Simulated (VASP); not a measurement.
# TlIn4 (Im-3m) in VASP: relaxation of cell and atoms with PBE

Aim: the relaxation of cell and atoms of TlIn4 with PBE.

All numbers are computed with VASP 6.6.1; they aren't measurements. Logs are shortened: lines on timing, memory, paths and dates and some standing lists are left out, and cuts for length are marked.

### Step 1. The cell of the first run

The structure is cubic, space group Im-3m (No. 229). Conventional cell: a = 6.349 Å, b = 6.349 Å, c = 6.349 Å, α = 90.00°, β = 90.00°, γ = 90.00°. Around Tl (site symmetry m-3m) lie 8 In at 2.75 Å. Around In (site symmetry -3m) lie 2 Tl at 2.75 Å.

The cell was built by a generator and needn't be a form met in nature.

### Step 2. Relaxation of cell and atoms, PBE (species swapped into the Hg4Pt type (Im-3m, No. 229))

The input, INCAR:

```
ALGO = Normal
EDIFF = 1E-7
EDIFFG = -0.04
ENCUT = 600
GGA = PE
IBRION = 2
ISIF = 3
ISMEAR = 0
LASPH = T
LCHARG = F
LREAL = F
LWAVE = F
NELM = 100
NSW = 90
PREC = Accurate
SIGMA = 0.1
```

The input, KPOINTS:

```
k-points
0
Gamma
  4 4 4
```

The input, POSCAR:

```
TlIn4
1.0
   -3.1744578800      3.1744578800      3.1744578800
    3.1744578800     -3.1744578800      3.1744578800
    3.1744578800      3.1744578800     -3.1744578800
Tl In
1 4
Direct
    0.0000000000      0.0000000000      0.0000000000
    0.5000000000      0.5000000000      0.5000000000
    0.5000000000      0.0000000000      0.0000000000
    0.0000000000      0.0000000000      0.5000000000
    0.0000000000      0.5000000000      0.0000000000
```

Potentials or basis: VASP PAW PBE potentials, release 64 (Tl_d, In_d).

Command:

```bash
cat potpaw_PBE.64/Tl_d/POTCAR potpaw_PBE.64/In_d/POTCAR > POTCAR
mpirun -np 1 vasp_std > vasp.out
```

OUTCAR:

```text
EDIFF = 1E-7
   EDIFFG = -0.04
   ENCUT = 600
   GGA = PE
   IBRION = 2
   ISIF = 3
   ISMEAR = 0
   LASPH = T
   LREAL = F
   NELM = 100
   NSW = 90
   PREC = Accurate

 ion  position               nearest neighbor table
   1  0.000  0.000  0.000-   2 2.75   3 2.75   4 2.75   5 2.75   4 2.75   5 2.75   3 2.75   2 2.75

   2  0.500  0.500  0.500-   1 2.75   1 2.75   4 3.17   5 3.17   3 3.17   5 3.17   4 3.17   3 3.17

   3  0.500  0.000  0.000-   1 2.75   1 2.75   4 3.17   5 3.17   2 3.17   2 3.17   4 3.17   5 3.17

   4  0.000  0.000  0.500-   1 2.75   1 2.75   3 3.17   5 3.17   2 3.17   5 3.17   3 3.17   2 3.17

   5  0.000  0.500  0.000-   1 2.75   1 2.75   3 3.17   4 3.17   2 3.17   4 3.17   2 3.17   3 3.17

  LATTYP: Found a body centered cubic cell.
 ALAT       =     6.3489157600

  Lattice vectors:

 A1 = (  -3.1744578800,   3.1744578800,   3.1744578800)
 A2 = (   3.1744578800,  -3.1744578800,   3.1744578800)
 A3 = (   3.1744578800,   3.1744578800,  -3.1744578800)

Analysis of symmetry for initial positions (statically):
=====================================================================
 Subroutine PRICEL returns:
 Original cell was already a primitive cell.

 Routine SETGRP: Setting up the symmetry group for a
 body centered cubic supercell.

 Subroutine GETGRP returns: Found 48 space group operations
 (whereof 48 operations were pure point group operations)
 out of a pool of 48 trial point group operations.

The static configuration has the point symmetry O_h .

Analysis of symmetry for dynamics (positions and initial velocities):
=====================================================================
 Subroutine PRICEL returns:
 Original cell was already a primitive cell.

 Routine SETGRP: Setting up the symmetry group for a
 body centered cubic supercell.

 Subroutine GETGRP returns: Found 48 space group operations
 (whereof 48 operations were pure point group operations)
 out of a pool of 48 trial point group operations.

The dynamic configuration has the point symmetry O_h .

 Subroutine INISYM returns: Found 48 space group operations
 (whereof 48 operations are pure point group operations),
 and found     1 'primitive' translations

----------------------------------------------------------------------------------------

                                     Primitive cell

  volume of cell :     127.9584

  direct lattice vectors                    reciprocal lattice vectors
    -3.174457880  3.174457880  3.174457880     0.000000000  0.157507209  0.157507209
     3.174457880 -3.174457880  3.174457880     0.157507209  0.000000000  0.157507209
     3.174457880  3.174457880 -3.174457880     0.157507209  0.157507209  0.000000000

  length of vectors
     5.498322335  5.498322335  5.498322335     0.222748831  0.222748831  0.222748831

  position of ions in fractional coordinates (direct lattice)
     0.000000000  0.000000000  0.000000000
     0.500000000  0.500000000  0.500000000
     0.500000000  0.000000000  0.000000000
     0.000000000  0.000000000  0.500000000
     0.000000000  0.500000000  0.000000000

  ion indices of the primitive-cell ions
   primitive index   ion index
                 1           1
                 2           2
                 3           3
                 4           4
                 5           5

----------------------------------------------------------------------------------------

 KPOINTS: k-points

Automatic generation of k-mesh.
 Grid dimensions read from file:
 generate k-points for:    4    4    4

 Generating k-lattice:

  Cartesian coordinates                     Fractional coordinates (reciprocal lattice)
     0.000000000  0.039376802  0.039376802     0.250000000  0.000000000  0.000000000
     0.039376802  0.000000000  0.039376802     0.000000000  0.250000000  0.000000000
     0.039376802  0.039376802  0.000000000     0.000000000  0.000000000  0.250000000

  Length of vectors
     0.055687208  0.055687208  0.055687208

  Shift w.r.t. Gamma in fractional coordinates (k-lattice)
     0.000000000  0.000000000  0.000000000

 Subroutine IBZKPT returns following result:
 ===========================================

 Found      8 irreducible k-points:

 Following reciprocal coordinates:
            Coordinates               Weight
  0.000000  0.000000  0.000000      1.000000
  0.250000  0.000000  0.000000     12.000000
  0.500000  0.000000  0.000000      6.000000
  0.250000  0.250000  0.000000     24.000000
  0.250000  0.250000  0.250000      2.000000
 -0.250000  0.250000  0.250000      6.000000
  0.500000  0.500000  0.250000     12.000000
  0.500000  0.500000  0.500000      1.000000
   k-points           NKPTS =      8   k-points in BZ     NKDIM =      8   number of bands    NBANDS=     39
   number of dos      NEDOS =    301   number of ions     NIONS =      5
   total plane-waves  NPLWV = 110592
   dimension x,y,z NGX =    48 NGY =   48 NGZ =   48
   dimension x,y,z NGXF=    96 NGYF=   96 NGZF=   96
   ions per type =               1   4
   NGX,Y,Z   is equivalent  to a cutoff of  14.51, 14.51, 14.51 a.u.
   NGXF,Y,Z  is equivalent  to a cutoff of  29.03, 29.03, 29.03 a.u.
 SYSTEM =  unknown system
   PREC   = accura    normal or accurate (medium, high low for compatibility)
   ISTART =      0    job   : 0-new  1-cont  2-samecut
   ICHARG =      2    charge: 1-file 2-atom 10-const
   ISPIN  =      1    spin polarized calculation?
   LNONCOLLINEAR =      F non collinear calculations
   LSORBIT =      F    spin-orbit coupling
   LASPH  =      T    aspherical Exc in radial PAW
   ENCUT  =  600.0 eV  44.10 Ry    6.64 a.u.  10.98 10.98 10.98*2*pi/ulx,y,z
   NELM   =    100;   NELMIN=  2; NELMDL= -5     # of ELM steps
   EDIFF  = 0.1E-06   stopping-criterion for ELM
   LREAL  =      F    real-space projection
   EDIFFG = -.4E-01   stopping-criterion for IOM
   NSW    =     90    number of steps for IOM
   IBRION =      2    ionic relax: 0-MD 1-quasi-New 2-CG
   NFREE  =      1    steps in history (QN), initial steepest desc. (CG)
   ISIF   =      3    stress and relaxation
   ISYM   =      2    0-nonsym 1-usesym 2-fastsym
   POTIM  = 0.5000    time-step for ionic-motion
   TEBEG  =    0.0;   TEEND  =   0.0 temperature during run
   PSTRESS=    0.0 pullay stress
   NELECT =      65.0000    total number of electrons
   NUPDOWN=      -1.0000    fix difference up-down
   EMIN   =  10.00;   EMAX   =-10.00  energy-range for DOS
   EFERMI =   0.00;   METHOD = LEGACY
   ISMEAR =     0;   SIGMA  =   0.10  broadening in eV -4-tet -1-fermi 0-gaus
   EFERMI_NEDOS =   21; number of points for ismear=-14 and -15
   IALGO  =     38    algorithm
   IMIX   =      4    mixing-type and parameters
     AMIX     =   0.40;   BMIX     =  1.00
     AMIX_MAG =   1.60;   BMIX_MAG =  1.00
  volume/ion in A,a.u.               =      25.59       172.70
  Fermi-wavevector in a.u.,A,eV,Ry     =   1.306240  2.468436 23.215124  1.706264
  Thomas-Fermi vector in A             =   2.437056
   LORBIT       =      0    0 simple, 1 ext, 2 COOP (PROOUT), +10 PAW based schemes
   GGA     = PE    functional components
   LHFCALC =     F    Hartree Fock is set to
   AEXX    =    0.0000 exact exchange contribution
   IVDW    =     0    specifies the selected vdW correction
   LEPSILON=     F    determine dielectric tensor
   LRPA    =     F    only Hartree local field effects (RPA)
 conjugate gradient relaxation of ions
 non-spin polarized calculation
 Gauss-broadening in eV      SIGMA  =   0.10
  energy-cutoff  :      600.00
  volume of cell :      127.96
 maximum number of plane-waves:      4289
 NGX is ok and might be reduce to    48
   NGX = 21   NGY = 21   NGZ = 21

--------------------------------------- Ionic step        1  -------------------------------------------

 number of electron      65.0000003 magnetization

 Free energy of the ion-electron system (eV)
  ---------------------------------------------------
  ext. energy  EPLUGINS =         0.00000000
  ---------------------------------------------------
  free energy    TOTEN  =        -8.88255648 eV

  energy without entropy =       -8.83936187  energy(sigma->0) =       -8.86095917

 E-fermi :   7.7120     XC(G=0): -10.2666

 val. band max:        7.6870018611   @ k =   0.2500   0.2500   0.0000
 cond. band min:       7.8039349231   @ k =   0.2500   0.0000   0.0000
 fundamental gap:      0.1169330621
 Fermi energy:         7.7120440972

 k-point     1 :       0.0000    0.0000    0.0000
  band No.  band energies     occupation
      1      -7.6442      2.00000
      2      -7.4926      2.00000
      3      -7.4926      2.00000
      4      -7.4926      2.00000
      5      -7.4843      2.00000
      6      -7.4843      2.00000
[... 31 lines left out ...]
     38      11.2556      0.00000
     39      13.0296      0.00000
[... 353 lines left out ...]
 POSITION                                       TOTAL-FORCE (eV/Angst)
 -----------------------------------------------------------------------------------
      0.00000      0.00000      0.00000         0.000000      0.000000     -0.000000
      1.78486      1.78486      1.78486        -0.000000     -0.000000      0.000000
     -1.78486      1.78486      1.78486        -0.000000     -0.000000      0.000000
      1.78486      1.78486      5.35457        -0.000000      0.000000      0.000000
      1.78486      5.35457      1.78486         0.000000      0.000000     -0.000000
 -----------------------------------------------------------------------------------
    total drift:                                0.000000      0.000000     -0.000000

  FREE ENERGIE OF THE ION-ELECTRON SYSTEM (eV)
  ---------------------------------------------------
  free  energy   TOTEN  =       -10.7747105655 eV

  energy  without entropy=      -10.7570261483  energy(sigma->0) =      -10.76586836

--------------------------------------- Ionic step        3  -------------------------------------------

 number of electron      64.9999977 magnetization

 Free energy of the ion-electron system (eV)
  ---------------------------------------------------
  ext. energy  EPLUGINS =         0.00000000
  ---------------------------------------------------
  free energy    TOTEN  =       -10.77837828 eV

  energy without entropy =      -10.76194777  energy(sigma->0) =      -10.77016302

 E-fermi :   4.3629     XC(G=0):  -8.7434

 val. band max:        4.3312781834   @ k =   0.2500   0.0000   0.0000
 cond. band min:       4.4996571551   @ k =   0.2500   0.2500   0.0000
 fundamental gap:      0.1683789716
 Fermi energy:         4.3628567266

 k-point     1 :       0.0000    0.0000    0.0000
  band No.  band energies     occupation
      1     -10.1876      2.00000
      2     -10.1734      2.00000
      3     -10.1734      2.00000
      4     -10.1030      2.00000
      5     -10.1030      2.00000
      6     -10.1030      2.00000
[... 31 lines left out ...]
     38       7.9874      0.00000
     39       8.7781      0.00000
[... 305 lines left out ...]
 VOLUME and BASIS-vectors are now :
 -----------------------------------------------------------------------------
  energy-cutoff  :      600.00
  volume of cell :      178.17
      direct lattice vectors                 reciprocal lattice vectors
    -3.544823124  3.544823124  3.544823124     0.000000000  0.141050761  0.141050761
     3.544823124 -3.544823124  3.544823124     0.141050761  0.000000000  0.141050761
     3.544823124  3.544823124 -3.544823124     0.141050761  0.141050761  0.000000000

 POSITION                                       TOTAL-FORCE (eV/Angst)
 -----------------------------------------------------------------------------------
      0.00000      0.00000      0.00000        -0.000000      0.000000     -0.000000
      1.77241      1.77241      1.77241        -0.000000     -0.000000     -0.000000
     -1.77241      1.77241      1.77241         0.000000      0.000000     -0.000000
      1.77241      1.77241     -1.77241         0.000000     -0.000000      0.000000
      1.77241     -1.77241      1.77241        -0.000000      0.000000      0.000000
 -----------------------------------------------------------------------------------
    total drift:                                0.000000      0.000000     -0.000000

  FREE ENERGIE OF THE ION-ELECTRON SYSTEM (eV)
  ---------------------------------------------------
  free  energy   TOTEN  =       -10.7783782759 eV

  energy  without entropy=      -10.7619477700  energy(sigma->0) =      -10.77016302

 reached required accuracy - stopping structural energy minimisation
```

It took 2.5 min on 1 thread of Intel Xeon Platinum 8559C (Emerald Rapids), shared host; peak memory 0.34 GiB.

What came out:

* Free energy: -10.7784 eV
* Relaxed volume: 35.63 Å³/atom
* Relaxed cell: a = 6.140 Å, b = 6.140 Å, c = 6.140 Å, α = 109.47°, β = 109.47°, γ = 109.47°
* Space group after relaxing (to 0.05 Å): Im-3m (No. 229)
* Energy gained by relaxing: 379.2 meV/atom
* Ionic steps: 3
* Pressure after relaxing: 0.1 GPa
* Band gap on the k mesh: none (metal or under the smearing width)

Step by step:
| step | energy change (eV) | largest force (eV/Å) | pressure (GPa) | volume (Å³) |
| --- | --- | --- | --- | --- |
| 1 | 0.0000 | 0.0000 | 16.16 | 127.96 |
| 2 | -1.8922 | 0.0000 | -0.37 | 181.95 |
| 3 | -1.8958 | 0.0000 | 0.07 | 178.17 |

Final structure:
```
CELL_PARAMETERS angstrom
-3.54482 3.54482 3.54482
3.54482 -3.54482 3.54482
3.54482 3.54482 -3.54482
ATOMIC_POSITIONS crystal
Tl 0.00000 0.00000 0.00000
In 0.50000 0.50000 0.50000
In 0.50000 0.00000 0.00000
In 0.00000 0.00000 0.50000
In 0.00000 0.50000 0.00000
```

Levels at points of the mesh, in eV from the Fermi level:
```csv
k point,band 29,band 30,band 31,band 32,band 33,band 34,band 35,band 36
"(0.00, 0.00, 0.00)",-2.89,-2.82,-2.02,-2.02,-2.02,-0.19,-0.19,-0.19
"(0.50, 0.00, 0.00)",-3.51,-3.18,-1.91,0.46,0.59,1.52,1.62,2.03
"(0.50, 0.50, 0.50)",-5.48,-1.88,-1.88,-0.93,1.41,1.41,1.41,3.64
```

Caveat: the volume moved by over 15 % at a fixed basis, so the end points are rough. Spin-orbit coupling is left out, which matters for the levels of Tl.
